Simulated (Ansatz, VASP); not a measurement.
**Cross-check of HfSi3 between VASP and Ansatz**

Wanted: the spread between two codes on one cell, functional and k mesh. The cell is generated by rule, not measured, and may not be a known phase. The cell is taken from a series of runs on this material, whose earlier steps may have relaxed, scaled, displaced or heated it; both programs get it as it stands.

Calculated with Ansatz 0.2.0; plane waves, with VASP 6.6.1 beside it; relaxation of cell and atoms at LDA and zone-centre phonons at LDA.

## Step 1: Starting point

It takes space group Pm-3m (No. 221, cubic). Conventional cell: a = 3.908 Å, b = 3.908 Å, c = 3.908 Å, α = 90.00°, β = 90.00°, γ = 90.00°. Nearest to Hf lie 12 Si at 2.76 Å. Si has 4 Hf at 2.76 Å and 8 Si at 2.76 Å nearest. Farther neighbours are not listed.

## Step 2: VASP: relaxation of cell and atoms, LDA

The relaxed volume is the usual yardstick between codes: in a stiff, nearly cubic crystal its relative difference is about their pressure difference at one cell divided by the bulk modulus.

Lines of VASP's logs that name or quote its potential files are left out, and so is its time.

The input, INCAR:

```
SYSTEM = HfSi3
PREC = Accurate
ENCUT = 500
EDIFF = 1E-07
NELM = 120
ISMEAR = 0
SIGMA = 0.1
LREAL = .FALSE.
ALGO = Normal
GGA = CA
NBANDS = 17
LASPH = .TRUE.
LORBIT = 11
LWAVE = .FALSE.
LCHARG = .FALSE.
ISIF = 3
IBRION = 2
NSW = 80
EDIFFG = -0.005
GGA_COMPAT = .FALSE.
NELMIN = 4
KPAR = 2
```

The input, POSCAR:

```
HfSi3
1.0
    3.9083000000      0.0000000000      0.0000000000
    0.0000000000      3.9083000000      0.0000000000
    0.0000000000      0.0000000000      3.9083000000
Hf Si
1 3
Direct
    0.0000000000      0.0000000000      0.0000000000
    0.0000000000      0.5000000000      0.5000000000
    0.5000000000      0.0000000000      0.5000000000
    0.5000000000      0.5000000000      0.0000000000
```

The input, KPOINTS:

```
Automatic mesh
0
Gamma
8 8 8
0 0 0
```

The projector-augmented-wave data sets are Hf_pv and Si (LDA family, release 64).

Launch:

```
$ mpirun -np 2 vasp_std
```

Numbers of over 12 decimals in the logs are rounded to 6 here.

The program printed:

```text
[banner, memory and clock lines left out]
running    2 mpi-ranks, on    1 nodes
 distrk:  each k-point on    1 cores,    2 groups
 distr:  one band on    1 cores,    1 groups

 POSCAR found type information on POSCAR HfSi
 POSCAR found :  2 types and       4 ions
 LDA part: xc-table for (Slater(with rela. corr.)+CA(PZ))
 , standard interpolation
 POSCAR, INCAR and KPOINTS ok, starting setup
 FFT: planning ... GRIDC
 FFT: planning ... GRID_SOFT
 FFT: planning ... GRID
 WAVECAR not read
 entering main loop
       N       E                     dE             d eps       ncg     rms          rms(c)
DAV:   1     0.452603603401E+02    0.45260E+02   -0.10332E+04  1190   0.112E+03
DAV:   2    -0.275747785469E+02   -0.72835E+02   -0.71306E+02  1558   0.217E+02
DAV:   4    -0.300226305940E+02   -0.21919E-01   -0.21873E-01  1502   0.311E+00
DAV:   5    -0.300228100681E+02   -0.17947E-03   -0.17946E-03  1564   0.286E-01    0.464E+01
DAV:   6    -0.293154413777E+02    0.70737E+00   -0.20171E+00  1333   0.664E+00    0.306E+01
DAV:   7    -0.292213563138E+02    0.94085E-01   -0.45536E-01  1528   0.382E+00    0.199E+00
DAV:   8    -0.292129584989E+02    0.83978E-02   -0.47534E-02  1366   0.114E+00    0.911E-01
DAV:   9    -0.292121381581E+02    0.82034E-03   -0.55768E-03  1361   0.440E-01    0.534E-01
DAV:  10    -0.292120589720E+02    0.79186E-04   -0.54193E-04  1523   0.111E-01    0.107E-01
DAV:  11    -0.292120563627E+02    0.26093E-05   -0.25524E-05  1388   0.301E-02    0.880E-03
DAV:  12    -0.292120563811E+02   -0.18385E-07   -0.16228E-06  1537   0.788E-03    0.227E-03
DAV:  13    -0.292120563497E+02    0.31343E-07   -0.41366E-07  1317   0.335E-03
   1 F= -.29212056E+02 E0= -.29205633E+02  d E =-.292121E+02
 curvature:   0.00 expect dE= 0.000E+00 dE for cont linesearch  0.000E+00
 trial: gam= 0.00000 g(F)=  0.000E+00 g(S)=  0.252E-03 ort = 0.000E+00 (trialstep = 0.100E+01)
 search vector abs. value=  0.252E-03
 bond charge predicted
       N       E                     dE             d eps       ncg     rms          rms(c)
DAV:   1    -0.292125434923E+02   -0.48711E-03   -0.12210E-02  1235   0.769E-01    0.299E-01
DAV:   2    -0.292121931823E+02    0.35031E-03   -0.87663E-04  1216   0.186E-01    0.104E-01
DAV:   3    -0.292120978865E+02    0.95296E-04   -0.18087E-04  1432   0.918E-02    0.787E-02
DAV:   4    -0.292120877812E+02    0.10105E-04   -0.10716E-05  1343   0.207E-02    0.599E-02
DAV:   5    -0.292120854844E+02    0.22968E-05   -0.29269E-06  1407   0.965E-03    0.221E-02
DAV:   6    -0.292120853703E+02    0.11412E-06   -0.60357E-07  1397   0.311E-03    0.130E-03
DAV:   7    -0.292120853692E+02    0.10832E-08   -0.15530E-08   620   0.767E-04
   2 F= -.29212085E+02 E0= -.29205685E+02  d E =-.290195E-04
 trial-energy change:   -0.000029  1 .order   -0.000031   -0.000252    0.000190
 step:   0.5636(harm=  0.5699)  dis= 0.00000  next Energy=   -29.212127 (dE=-0.707E-04)
 bond charge predicted
       N       E                     dE             d eps       ncg     rms          rms(c)
DAV:   1    -0.292122140115E+02   -0.12864E-03   -0.23291E-03  1235   0.336E-01    0.131E-01
DAV:   2    -0.292121473571E+02    0.66654E-04   -0.16829E-04  1212   0.814E-02    0.453E-02
DAV:   3    -0.292121292524E+02    0.18105E-04   -0.34045E-05  1432   0.399E-02    0.344E-02
DAV:   4    -0.292121272997E+02    0.19527E-05   -0.20798E-06  1313   0.910E-03    0.260E-02
DAV:   5    -0.292121268711E+02    0.42862E-06   -0.54613E-07  1396   0.416E-03    0.968E-03
DAV:   6    -0.292121268482E+02    0.22922E-07   -0.95403E-08   709   0.132E-03
   3 F= -.29212127E+02 E0= -.29205717E+02  d E =-.704985E-04
 curvature:  -0.28 expect dE=-0.630E-08 dE for cont linesearch -0.630E-08
 trial: gam=-0.00928 g(F)=  0.973E-67 g(S)=  0.221E-07 ort = 0.236E-05 (trialstep = 0.913E+00)
 search vector abs. value=  0.102E-09
 reached required accuracy - stopping structural energy minimisation
```

OUTCAR, selected parts (step 2):

```text
ion  position               nearest neighbor table
   1  0.000  0.000  0.000-   2 2.76   3 2.76   4 2.76   2 2.76   3 2.76   2 2.76   4 2.76   2 2.76
                             3 2.76   4 2.76   3 2.76   4 2.76
   2  0.000  0.500  0.500-   1 2.76   3 2.76   4 2.76   1 2.76   4 2.76   1 2.76   3 2.76   1 2.76
                             3 2.76   4 2.76   4 2.76   3 2.76
   3  0.500  0.000  0.500-   1 2.76   2 2.76   4 2.76   1 2.76   4 2.76   2 2.76   4 2.76   4 2.76
                             1 2.76   2 2.76   1 2.76   2 2.76
   4  0.500  0.500  0.000-   1 2.76   2 2.76   3 2.76   2 2.76   3 2.76   1 2.76   3 2.76   3 2.76
                             1 2.76   2 2.76   2 2.76   1 2.76

  LATTYP: Found a simple cubic cell.
 ALAT       =     3.9083000000

 Subroutine GETGRP returns: Found 48 space group operations
 (whereof 48 operations were pure point group operations)

The static configuration has the point symmetry O_h .

 Found     35 irreducible k-points:

   k-points           NKPTS =     35   k-points in BZ     NKDIM =     35   number of bands    NBANDS=     17

   dimension x,y,z NGX =    30 NGY =   30 NGZ =   30
   dimension x,y,z NGXF=    60 NGYF=   60 NGZF=   60

   ENCUT  =  500.0 eV  36.75 Ry    6.06 a.u.   7.13  7.13  7.13*2*pi/ulx,y,z

   NELECT =      22.0000    total number of electrons

 k-points in reciprocal lattice and weights: Automatic mesh
   0.00000000  0.00000000  0.00000000       0.002
   0.12500000  0.00000000  0.00000000       0.012
   0.25000000  0.00000000  0.00000000       0.012
   0.37500000  0.00000000  0.00000000       0.012
   0.50000000  0.00000000  0.00000000       0.006
   0.12500000  0.12500000  0.00000000       0.023
   0.25000000  0.12500000  0.00000000       0.047
   0.37500000  0.12500000  0.00000000       0.047
   0.50000000  0.12500000  0.00000000       0.023
[...]
0.50000000  0.50000000  0.37500000       0.012
   0.50000000  0.50000000  0.50000000       0.002

 average (electrostatic) potential at core
       1 -33.2176       2 -81.7892       3 -81.7892       4 -81.7892

 E-fermi :   9.7677

 k-point     1 :       0.0000    0.0000    0.0000
  band No.  band energies     occupation
    ...
      9       5.4682      2.00000
     10       9.5347      1.99901
     11       9.6047      1.97885
     12       9.6047      1.97885
     13       9.6047      1.97885
     14      11.9845      0.00000
     15      11.9845      0.00000
     16      11.9845      0.00000
     17      12.7423      0.00000

 k-point     2 :       0.1250    0.0000    0.0000
  band No.  band energies     occupation
    ...
      8       5.4383      2.00000
      9       5.9587      2.00000
     10       9.2595      2.00000
     11       9.2595      2.00000
     12       9.6757      1.80685
     13      10.1885      0.00000
     14      10.4239      0.00000
     15      12.7150      0.00000
     16      12.7150      0.00000
     17      12.9497      0.00000

 k-point     3 :       0.2500    0.0000    0.0000
  band No.  band energies     occupation
    ...
      8       5.3492      2.00000
      9       6.9010      2.00000
     10       8.7189      2.00000
     11       8.8418      2.00000
     12       8.8418      2.00000
     13       9.8612      0.18617
     14      11.4387      0.00000
     15      13.3111      0.00000
     16      13.6965      0.00000
     17      13.6965      0.00000

  Total       -0.0007819     -0.0007819     -0.0007819     -0.0000000      0.0000000     -0.0000000
  in kB       -0.0210205     -0.0210205     -0.0210205     -0.0000000      0.0000000     -0.0000000
  external PRESSURE =      -0.0210205 kB  Pullay stress =       0.0000000 kB

  energy-cutoff  :      500.00
  volume of cell :       59.60
      direct lattice vectors                 reciprocal lattice vectors
     3.906083001 -0.000000000 -0.000000000     0.256010945 -0.000000000 -0.000000000
     0.000000000  3.906083001 -0.000000000     0.000000000  0.256010945 -0.000000000
     0.000000000  0.000000000  3.906083001     0.000000000  0.000000000  0.256010945

 POSITION                                       TOTAL-FORCE (eV/Angst)
 -----------------------------------------------------------------------------------
      0.00000      0.00000      0.00000         0.000000     -0.000000      0.000000
      0.00000      1.95304      1.95304        -0.000000      0.000000      0.000000
      1.95304      0.00000      1.95304         0.000000      0.000000      0.000000
      1.95304      1.95304     -0.00000         0.000000     -0.000000      0.000000
 -----------------------------------------------------------------------------------
    total drift:                               -0.000000     -0.000000      0.000000

  FREE ENERGIE OF THE ION-ELECTRON SYSTEM (eV)
  ---------------------------------------------------
  free  energy   TOTEN  =       -29.2121268482 eV

  energy  without entropy=      -29.1993078215  energy(sigma->0) =      -29.20571733

 reached required accuracy - stopping structural energy minimisation

 total charge
# of ion       s       p       d       tot
------------------------------------------
    1        0.317   6.426   1.863   8.606
    2        0.806   0.825   0.000   1.631
    3        0.806   0.825   0.000   1.631
    4        0.806   0.825   0.000   1.631
--------------------------------------------------
tot          2.735   8.900   1.863  13.498

[... 3 further parts left out ...]
```

CONTCAR:

```
HfSi3
   1.00000000000000
     3.9060830011351286   -0.0000000000000000   -0.0000000000000000
     0.0000000000000000    3.9060830011351286   -0.0000000000000000
     0.0000000000000000    0.0000000000000000    3.9060830011351286
  Hf              Si
     1     3
Direct
     0.0000000000000000    0.0000000000000000    0.0000000000000000
     0.0000000000000000    0.5000000000000000    0.5000000000000000
     0.5000000000000000    0.0000000000000000    0.5000000000000000
     0.5000000000000000    0.5000000000000000    0.0000000000000000
```

## Step 3: Ansatz: relaxation of cell and atoms, LDA

Ansatz runs on norm-conserving files, of PseudoDojo where its log says so.

The same cell, functional (in two slightly different forms), mesh and smearing now go to Ansatz.

The input, input.yaml:

```yaml
crystal:
  lattice:
    - [3.9083002926, 0.0, 0.0]
    - [0.0, 3.9083002926, 0.0]
    - [0.0, 0.0, 3.9083002926]
  atoms:
    - { symbol: Hf, position: [0.0, 0.0, 0.0] }
    - { symbol: Si, position: [0.0, 0.5, 0.5] }
    - { symbol: Si, position: [0.5, 0.0, 0.5] }
    - { symbol: Si, position: [0.5, 0.5, 0.0] }
kpoints:
  mp_grid: { grid: [8, 8, 8] }
hamiltonian:
  xc: lda
  pseudopotentials: { kind: nc, accuracy: standard }
scf:
  occupations: { method: gaussian, width: 0.1 }
output:
  forces: true
  stress: true
  eigenvalues: true
basis:
  ecutwfc: 680.285
relax:
  adjacent_minimum: "off"
  f_tol: 0.003
  max_steps: 80
  cell: { stress_tol: 0.03 }
```

Launch:

```
$ ansatz run input.yaml --threads 4 --pin off --max-ram 8192MiB --backend cpu --events-out ev --progress --plain --runs-dir out
```

The program printed:

```text
Warning: basis.ecutwfc = 680.285 eV is below the records' recommended 789.130201 eV, and the density's cutoff is lower with it unless basis.ecutrho_ratio is high enough to keep the records' density cutoff: compare with a run at a higher cutoff
Engine: ansatz 0.2.0, aarch64-unknown-linux-gnu
Pseudopotentials: kind: nc
Pseudopotential: Hf, nc, valence charge 12, recommended cutoff 789.130201 eV (normal), Hf.nc.azcp (PseudoDojo's, or run here from an input of PseudoDojo's; its table is named by hamiltonian.pseudopotentials.accuracy)
Pseudopotential: Si, nc, valence charge 4, recommended cutoff 435.38218 eV (normal), Si.nc.azcp (PseudoDojo's, or run here from an input of PseudoDojo's; its table is named by hamiltonian.pseudopotentials.accuracy)
Functional definition: SPW92
  exchange = slater_x
  correlation = pw_c
Crystal: 4 atoms, lattice volume = 59.699 Å³
Basis set: ecut = 680.285 eV, 2469 PW (Γ)
Bands: 16, of which v1, the nominal top of the filled ones, is band 12 counted from 1 (11 counted from 0)
Symmetry: 48 space group operations
Space group: Pm-3m (ITA 221), of the structure as read, at distance tolerance 3.9e-5 Å
k-points: 35 of 512
Non-local potential: Hf, projectors of the file, l = 0: 2, l = 1: 2, l = 2: 2, l = 3: 2
Non-local potential: Si, projectors of the file, l = 0: 2, l = 1: 2, l = 2: 2
Initial density: superposition of atomic densities (chi_scale 0.1, normalization cell, long waves kept (reshape's long-wave potential 0.00 eV rms))
Initial wavefunctions: pseudopotential atomic-orbital guess
Functional: x = slater, c = lda
SCF iter   1: F=—  HF=-1884.810846 eV  |F-HF|=—  |Δ(HF+E_count)|=         —  Δρ=2.94e-2  dr2=7.70e-1  ethr=3.10e-3  ⟨swp⟩=6.8  Hψ=3495  notcnv=0
preconditioner: auto → Kerker (q_TF=auto, 2.344 Å⁻¹)  [metal: Δε(μ)=0.044 eV  Ē_g=7.000 eV  σ=0.100 eV  W_gap=0.24  n_scr=18 (ndim 8)  ℏωp=19.2 eV  f_vac=0.000  D(μ)=2.55/eV (n_scr^D=18)]
SCF iter   2: F=—  HF=-1884.654942 eV  |F-HF|=—  |Δ(HF+E_count)|=   1.56e-1  Δρ=1.73e-2  dr2=2.34e-1  ethr=3.10e-3  ⟨swp⟩=1.3  Hψ=862  notcnv=0
SCF iter   3: F=—  HF=-1884.578509 eV  |F-HF|=—  |Δ(HF+E_count)|=   7.64e-2  Δρ=2.36e-3  dr2=3.33e-3  ethr=9.74e-4  ⟨swp⟩=2.7  Hψ=973  notcnv=0  defer=1
SCF iter   4: F=—  HF=-1884.577063 eV  |F-HF|=—  |Δ(HF+E_count)|=   1.45e-3  Δρ=3.82e-4  dr2=6.94e-5  ethr=1.39e-5  ⟨swp⟩=2.2  Hψ=953  notcnv=0  defer=1
SCF iter   5: F=—  HF=-1884.577061 eV  |F-HF|=—  |Δ(HF+E_count)|=   2.18e-6  Δρ=7.67e-5  dr2=2.88e-6  ethr=2.89e-7  ⟨swp⟩=2.4  Hψ=969  notcnv=0  defer=2
SCF iter   6: F=-1884.577060 eV  HF=-1884.577060 eV  |F-HF|=1.77e-8  |Δ(HF+E_count)|=   6.77e-7  Δρ=7.74e-6  dr2=3.57e-8  ethr=4.17e-10  ⟨swp⟩=8.1  Hψ=4374  notcnv=0
SCF 1 converged in 6 iterations: F = -1884.577060 eV  dr2 = 3.57e-8
relax step   1: F+E_penalty+E_count = -1884.57706001 eV  Δ(F+E_penalty+E_count) = +0.000e0 eV  max|allowed force component| = 1.282e-30 eV/Å  Δτ_max = 0.0000 Å  P = -0.840 GPa  Ω = 59.699 Å³  (6 SCF iters, dr2 threshold 1.00e-7 eV, accepted)
[...]
relax step   2: F+E_penalty+E_count = -1884.57858326 eV  Δ(F+E_penalty+E_count) = -1.523e-3 eV  max|allowed force component| = 1.019e-30 eV/Å  Δτ_max = 0.0000 Å  P = +0.264 GPa  Ω = 59.191 Å³  energy of the carried Pulay correction = +5.996e-4 eV  (4 SCF iters, dr2 threshold 4.00e-7 eV, accepted)
[...]
relax step   3: F+E_penalty+E_count = -1884.57853943 eV  Δ(F+E_penalty+E_count) = +4.383e-5 eV  max|allowed force component| = 2.280e-30 eV/Å  Δτ_max = 0.0000 Å  P = -0.002 GPa  Ω = 59.312 Å³  energy of the carried Pulay correction = +4.566e-4 eV  (3 SCF iters, dr2 threshold 1.74e-7 eV, accepted)
[...]
relax step   4: F+E_penalty+E_count = -1884.57808219 eV  Δ(F+E_penalty+E_count) = +4.572e-4 eV  max|allowed force component| = 4.191e-31 eV/Å  Δτ_max = 0.0000 Å  P = -0.015 GPa  Ω = 59.312 Å³  stress off target by 1.52e-2 GPa  SCF on the basis re-selected at this cell (its energy is not comparable with the rows above)  (4 SCF iters)
basis re-selected at this cell: Δ(F+E_penalty+E_count) = +4.572e-4 eV, ΔP = -0.013 GPa vs the last step (what re-selecting the basis moved, of the pressure what is left beyond the Pulay correction that the steps carried, after the strain that the cell walked since its last selection, with what the two solves' SCF thresholds leave and, on support functions, any second-order correction that the steps lacked; it is no m [...]
SCF converged after 4 iterations
Free energy (F): -1884.578082 eV
Harris-Foulkes:  -1884.578082 eV  (|F-HF|=2.50e-12)
Internal energy: -1884.564990 eV  (E = F + TS)
E sigma→0 (E₀):  -1884.571536 eV
Entropy (-TS):   -0.013092 eV (-3.273 meV/atom)
Fermi energy:    13.685467 eV
--- Per-component energies (eV) ---
  E_band       = -70.952706
  E_kinetic    = 530.964166
  E_local      = -867.722282  (includes V_loc(G=0)·N_el)
  E_nonlocal   = 121.479104
  E_hartree    = 266.552322
  E_xc         = -517.138393
  E_vxc        = -388.778360  (∫ρ·V_xc dr)
  E_ewald      = -1418.699907
  E_smearing   = -0.013092  (= −TS)
  E_closure    = 0.000000  (closes the sum)
  Σ components = -1884.578082   (vs F -1884.578082, Δ=0.00e0)
--- Forces (eV/Å), atoms counted from 1 ---
  atom   1  Hf     0.00000000    -0.00000000    -0.00000000
  atom   2  Si     0.00000000    -0.00000000    -0.00000000
  atom   3  Si    -0.00000000     0.00000000     0.00000000
  atom   4  Si    -0.00000000    -0.00000000     0.00000000
  max |Σ_I F_I| component: 6.25e-31 eV/Å
--- Stress (GPa, compression-positive) ---
       -0.015166       0.000000       0.000000
        0.000000      -0.015166      -0.000000
       -0.000000      -0.000000      -0.015166
  P = ⅓ Tr σ = -0.0152 GPa (-0.152 kbar)
--- Band table (eV; the first three rows and the last of 35) ---
  k-point 0: bands = [... 8 lower, 9.3656, 9.3656, 13.4319, 13.5244, 13.5244, 13.5244, 15.9183, 15.9183]
  k-point 1: bands = [... 8 lower, 9.3353, 9.8583, 13.1766, 13.1766, 13.5961, 14.0897, 14.3525, 16.6517]
  k-point 2: bands = [... 8 lower, 9.2455, 10.8040, 12.6417, 12.7545, 12.7545, 13.7835, 15.3522, 17.2297]
  k-point 34: bands = [... 8 lower, 8.5565, 8.5565, 8.5565, 12.7021, 15.8689, 15.8689, 17.8792, 17.8792]
--- Relaxed structure (3 steps of the walk, 3 accepted, 1 SCFs on fresh bases) ---
  F+E_penalty+E_count = -1884.57808219 eV   max|allowed force component| = 4.191e-31 eV/Å   (the final SCF, on the basis selected at the relaxed cell)
  cell:  # Å, volume = 59.3116 Å³
    - [3.899838, 0, 0]
    - [0, 3.899838, 0]
    - [0, 0, 3.899838]
  atoms:
    - { symbol: Hf, position: [0, 0, 0] }
    - { symbol: Si, position: [0, 0.5, 0.5] }
    - { symbol: Si, position: [0.5, 0, 0.5] }
    - { symbol: Si, position: [0.5, 0.5, 0] }
```

## Step 4: Comparison

Known differences besides the potentials themselves: the two LDA forms differ slightly; the data sets hold 24 valence electrons in Ansatz (on norm-conserving files, of PseudoDojo where its log says so) and 22 in VASP; the cutoff is 680.285 eV in Ansatz and 500 eV in VASP; VASP's log shows a relativistic correction to its local exchange, Ansatz's none; Ansatz adds a Pulay correction to the stress that steers its cell, VASP none; Ansatz's log warns that its cutoff lies below the recommended one. Total energies have different zeros and are not compared.

Both answers:

```tsv
quantity	Ansatz	VASP	difference
volume (Å³)	59.31	59.60	-0.48 %
edge a after relaxation, in the typed setting (Å)	3.900	3.906	-0.16 %
```

[end of part 1 of 2]

[Lines on the potential files, build, host, timing and source positions are cut from VASP's logs without a mark.]

[Logs are printed without paths, hosts, clocks, repeated set-up lines and the standing remarks that a program may print on its own settings, such as how far it seeks lower states.]

[Hosts, paths, dates, database ids (printed as entryN), source tags and the programs' standing remarks are cut or masked in the printed files.]
